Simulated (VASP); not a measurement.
A convergence study with VASP on GaP (zinc blende): one setting is varied, all else stays as given below, so the limit is that of these other settings. ε∞ is the independent-particle value.

```
CELL_PARAMETERS angstrom
      0.00000     2.72500     2.72500
      2.72500     0.00000     2.72500
      2.72500     2.72500     0.00000
ATOMIC_POSITIONS crystal
  Ga 0.00000 0.00000 0.00000
  P  0.25000 0.25000 0.25000
```

Method: LDA (Ceperley-Alder, Perdew-Zunger), VASP's LDA PAW potentials (set 64) (plane waves; VASP 6.6.1). The tightest run used: 550 eV cut-off, 7×7×7 Γ-centred mesh, Gaussian smearing of 0.050 eV, potentials Ga_d P.

```csv
setting,mean ε∞,bands
NBANDS = 10,10.57,10
NBANDS = 11,12.12,11
NBANDS = 13,13.15,13
```

Problem. These are the cheaper rows. Estimate the results at NBANDS = 137, and how far the last row shown lies from them.

Solution. 
```json
[
 {"quantity": "mean ε∞", "tightest run": "13.38", "last row shown is off by": "-0.23"}
]
```

Left out are rungs that failed or repeat a setting and relaxations that didn't move; long series are thinned to 24 rows.

The compound is GaP in the zinc blende structure. The cell was not relaxed at this level.
